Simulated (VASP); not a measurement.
# InCoB3 (Cmcm) in VASP: single point with PBE

Aim: the single point of InCoB3 with PBE.

Program: VASP 6.6.1. These are calculated values, not measurements. Logs are shortened: lines on timing, memory, paths and dates and some standing lists are left out, and cuts for length are marked.

## (1) Starting point

It takes space group Cmcm (No. 63, orthorhombic). The conventional cell has a = 3.324 Å, b = 19.192 Å, c = 3.259 Å, α = 90.00°, β = 90.00°, γ = 90.00°. Co (site symmetry m2m) is surrounded by 2 B at 1.94 Å. B (site symmetry m2m) is surrounded by 2 B at 1.68 Å. B (site symmetry m2m) has 2 B at 1.68 Å as nearest neighbours. B (site symmetry m2m) has 2 B at 1.89 Å as nearest neighbours. In (site symmetry m2m) has 12 B at 2.50 to 2.80 Å as nearest neighbours.

The cell was built by a generator and needn't be a form met in nature.

## (2) Single point, PBE

Input file INCAR:

```
SYSTEM = InCoB3
  ALGO = Fast
  EDIFF = 1E-6
  ENCUT = 520
  GGA = PE
  ISIF = 2
  ISMEAR = 0
  LASPH = .TRUE.
  LCHARG = .TRUE.
  LELF = .TRUE.
  LREAL = .FALSE.
  LVHAR = .TRUE.
  LWAVE = .FALSE.
  NBANDS = 42
  NELM = 80
  PREC = Accurate
  SIGMA = 0.0536
```

Input file KPOINTS:

```
k-points
0
G
  6 6 6
  0 0 0
```

Input file POSCAR:

```
InCoB3
1.0
    3.3244960000      0.0000000000      0.0000000000
    1.6622480000     -9.5962020000      0.0000000000
    0.0000000000      0.0000000000     -3.2588810000
Co B In
2 6 2
Direct
    0.2050000000      0.5900000000      0.7500000000
    0.7950000000      0.4100000000      0.2500000000
    0.6530000000      0.6940000000      0.7500000000
    0.3470000000      0.3060000000      0.2500000000
    0.3260000000      0.3480000000      0.7500000000
    0.6740000000      0.6520000000      0.2500000000
    0.5250000000      0.9500000000      0.7500000000
    0.4750000000      0.0500000000      0.2500000000
    0.9280000000      0.1440000000      0.7500000000
    0.0720000000      0.8560000000      0.2500000000
```

Potentials or basis: VASP PAW PBE potentials, release 64 (Co, B, In_d).

On the command line:

```
$ cat potpaw_PBE.64/Co/POTCAR potpaw_PBE.64/B/POTCAR potpaw_PBE.64/In_d/POTCAR > POTCAR
$ mpirun -np 1 vasp_std > vasp.out
```

OUTCAR:

```text
SYSTEM = InCoB3
   EDIFF = 1E-6
   ENCUT = 520
   GGA = PE
   ISIF = 2
   ISMEAR = 0
   LASPH = .TRUE.
   LREAL = .FALSE.
   NELM = 80
   PREC = Accurate

 ion  position               nearest neighbor table
   1  0.205  0.590  0.750-   3 1.94   3 1.94   5 2.32   6 2.40   6 2.40   6 2.40   6 2.40   2 2.90
                             2 2.90   2 2.90   2 2.90  10 3.03  10 3.03
   2  0.795  0.410  0.250-   4 1.94   4 1.94   6 2.32   5 2.40   5 2.40   5 2.40   5 2.40   1 2.90
                             1 2.90   1 2.90   1 2.90   9 3.03   9 3.03
   3  0.653  0.694  0.750-   6 1.68   6 1.68   1 1.94   1 1.94  10 2.80  10 2.80  10 2.80  10 2.80

   4  0.347  0.306  0.250-   5 1.68   5 1.68   2 1.94   2 1.94   9 2.80   9 2.80   9 2.80   9 2.80

   5  0.326  0.348  0.750-   4 1.68   4 1.68   1 2.32   2 2.40   2 2.40   2 2.40   2 2.40   9 2.57
                             9 2.57
   6  0.674  0.652  0.250-   3 1.68   3 1.68   2 2.32   1 2.40   1 2.40   1 2.40   1 2.40  10 2.57
                            10 2.57
   7  0.525  0.950  0.750-   8 1.89   8 1.89   9 2.50   9 2.50  10 2.50  10 2.50  10 2.50  10 2.50

   8  0.475  0.050  0.250-   7 1.89   7 1.89  10 2.50  10 2.50   9 2.50   9 2.50   9 2.50   9 2.50

   9  0.928  0.144  0.750-   7 2.50   7 2.50   8 2.50   8 2.50   8 2.50   8 2.50   5 2.57   5 2.57
                             4 2.80   4 2.80   4 2.80   4 2.80   2 3.03   2 3.03  10 3.21  10 3.21
  10  0.072  0.856  0.250-   8 2.50   8 2.50   7 2.50   7 2.50   7 2.50   7 2.50   6 2.57   6 2.57
                             3 2.80   3 2.80   3 2.80   3 2.80   1 3.03   1 3.03   9 3.21   9 3.21

  LATTYP: Found a base centered orthorhombic cell.
 ALAT       =     3.3244960000
 B/A-ratio  =     5.7730266482
 C/A-ratio  =     0.9802631737

  Lattice vectors:

 A1 = (   1.6622480000,   9.5962020000,   0.0000000000)
 A2 = (   1.6622480000,  -9.5962020000,   0.0000000000)
 A3 = (   0.0000000000,   0.0000000000,  -3.2588810000)

Analysis of symmetry for initial positions (statically):
=====================================================================
 Subroutine PRICEL returns:
 Original cell was already a primitive cell.

 Routine SETGRP: Setting up the symmetry group for a
 base centered orthorhombic supercell.

 Subroutine GETGRP returns: Found  8 space group operations
 (whereof  4 operations were pure point group operations)
 out of a pool of  8 trial point group operations.

The static configuration has the point symmetry C_2h.
 The point group associated with its full space group is D_2h.

Analysis of symmetry for dynamics (positions and initial velocities):
=====================================================================
 Subroutine PRICEL returns:
[... 142 lines left out ...]
   EFERMI_NEDOS =   21; number of points for ismear=-14 and -15
   IALGO  =     68    algorithm
   IMIX   =      4    mixing-type and parameters
     AMIX     =   0.40;   BMIX     =  1.00
     AMIX_MAG =   1.60;   BMIX_MAG =  1.00
  volume/ion in A,a.u.               =      10.40        70.16
  Fermi-wavevector in a.u.,A,eV,Ry     =   1.377973  2.603992 25.834887  1.898811
  Thomas-Fermi vector in A             =   2.503078
   LORBIT       =      0    0 simple, 1 ext, 2 COOP (PROOUT), +10 PAW based schemes
   GGA     = PE    functional components
   LHFCALC =     F    Hartree Fock is set to
   AEXX    =    0.0000 exact exchange contribution
   IVDW    =     0    specifies the selected vdW correction
   LEPSILON=     F    determine dielectric tensor
   LRPA    =     F    only Hartree local field effects (RPA)
 non-spin polarized calculation
 RMM-DIIS sequential band-by-band and
 Gauss-broadening in eV      SIGMA  =   0.05
  energy-cutoff  :      520.00
  volume of cell :      103.97
 maximum number of plane-waves:      2824
 NGX is ok and might be reduce to    28
   NGX = 13   NGY = 37   NGZ = 13

 number of electron      62.0000001 magnetization

 Free energy of the ion-electron system (eV)
  ---------------------------------------------------
  ext. energy  EPLUGINS =         0.00000000
  ---------------------------------------------------
  free energy    TOTEN  =       -53.05578884 eV

  energy without entropy =      -53.04643866  energy(sigma->0) =      -53.05111375

 E-fermi :   9.2216     XC(G=0): -12.1740

 val. band max:        9.2149788491   @ k =  -0.1667   0.1667   0.0000
 cond. band min:       9.2218919130   @ k =   0.3333  -0.0000   0.3333
 fundamental gap:      0.0069130639
 Fermi energy:         9.2215735895

 k-point     1 :       0.0000    0.0000    0.0000
  band No.  band energies     occupation
      1      -6.0893      2.00000
      2      -6.0836      2.00000
      3      -5.9167      2.00000
      4      -5.9076      2.00000
      5      -5.8629      2.00000
      6      -5.8144      2.00000
[... 1069 lines left out ...]
     41      14.5405      0.00000
     42      15.5628      0.00000

 [... further k-points ...]

------------------------ aborting loop because EDIFF is reached ----------------------------------------

  FORCE on cell =-STRESS in cart. coord.  units (eV):
  Direction    XX          YY          ZZ          XY          YZ          ZX
  --------------------------------------------------------------------------------------
  -------------------------------------------------------------------------------------
  Total        9.9511458      3.1979965     -8.8177842      0.0000000      0.0000000      0.0000000
  in kB      153.3521862     49.2827426   -135.8865122      0.0000000      0.0000000      0.0000000
  external PRESSURE =      22.2494722 kB  Pullay stress =       0.0000000 kB

 VOLUME and BASIS-vectors are now :
 -----------------------------------------------------------------------------
  energy-cutoff  :      520.00
  volume of cell :      103.97
      direct lattice vectors                 reciprocal lattice vectors
     3.324496000  0.000000000  0.000000000     0.300797474  0.052103947  0.000000000
     1.662248000 -9.596202000  0.000000000     0.000000000 -0.104207894  0.000000000
     0.000000000  0.000000000 -3.258881000     0.000000000  0.000000000 -0.306853794

 POSITION                                       TOTAL-FORCE (eV/Angst)
 -----------------------------------------------------------------------------------
      1.66225     -5.66176     -2.44416         0.000000      1.977854     -0.000000
      3.32450     -3.93444     -0.81472         0.000000     -1.977854      0.000000
      3.32450     -6.65976     -2.44416        -0.000000     -1.257654     -0.000000
      1.66225     -2.93644     -0.81472         0.000000      1.257654      0.000000
      1.66225     -3.33948     -2.44416         0.000000     -1.898114      0.000000
      3.32450     -6.25672     -0.81472         0.000000      1.898114      0.000000
      3.32450     -9.11639     -2.44416         0.000000     -1.448971     -0.000000
      1.66225     -0.47981     -0.81472        -0.000000      1.448971      0.000000
      3.32450     -1.38185     -2.44416         0.000000     -1.493237      0.000000
      1.66225     -8.21435     -0.81472        -0.000000      1.493237     -0.000000
 -----------------------------------------------------------------------------------
    total drift:                                0.000000     -0.000000      0.000000

  FREE ENERGIE OF THE ION-ELECTRON SYSTEM (eV)
  ---------------------------------------------------
  free  energy   TOTEN  =       -53.0557888409 eV

  energy  without entropy=      -53.0464386555  energy(sigma->0) =      -53.05111375
```

Run time: 2.9 min. Hardware: 1 thread of Intel Xeon 6975P-C (Granite Rapids), shared host; peak memory 0.34 GiB.

Results:

```
Free energy            : -53.0558 eV
Pressure               : 2.2 GPa
Largest force          : 1.978 eV/Å
Band gap on the k mesh : none (metal or under the smearing width)
```

Forces in eV/Å, atoms in the order of the input:
```
Co   0.000  1.978  0.000
Co   0.000 -1.978  0.000
B    0.000 -1.258  0.000
B    0.000  1.258  0.000
B    0.000 -1.898  0.000
B    0.000  1.898  0.000
B    0.000 -1.449  0.000
B    0.000  1.449  0.000
In   0.000 -1.493  0.000
In   0.000  1.493  0.000
```

Levels at points of the mesh, in eV from the Fermi level:
| k point | band 29 | band 30 | band 31 | band 32 | band 33 | band 34 |
| --- | --- | --- | --- | --- | --- | --- |
| (0.00, 0.00, 0.00) | -0.55 | 0.07 | 0.27 | 1.48 | 1.69 | 2.00 |
| (0.50, 0.00, 0.00) | -0.93 | -0.77 | -0.12 | 0.31 | 0.32 | 1.69 |
| (0.00, 0.50, 0.00) | -0.53 | -0.28 | 0.09 | 1.25 | 1.83 | 2.00 |
| (0.00, 0.00, 0.50) | -0.30 | -0.30 | 1.01 | 1.01 | 2.77 | 2.77 |
| (0.50, 0.00, 0.50) | -1.15 | -1.15 | -0.28 | -0.28 | 0.29 | 0.29 |
| (0.00, 0.50, 0.50) | -0.08 | -0.08 | 1.03 | 1.03 | 1.63 | 1.63 |

Caveat: forces of over 1 eV/Å show positions far from the minimum, so gaps and moduli don't describe the material at rest. Spin polarisation is off, so any magnetic state and its effect on volume and gap are missing.
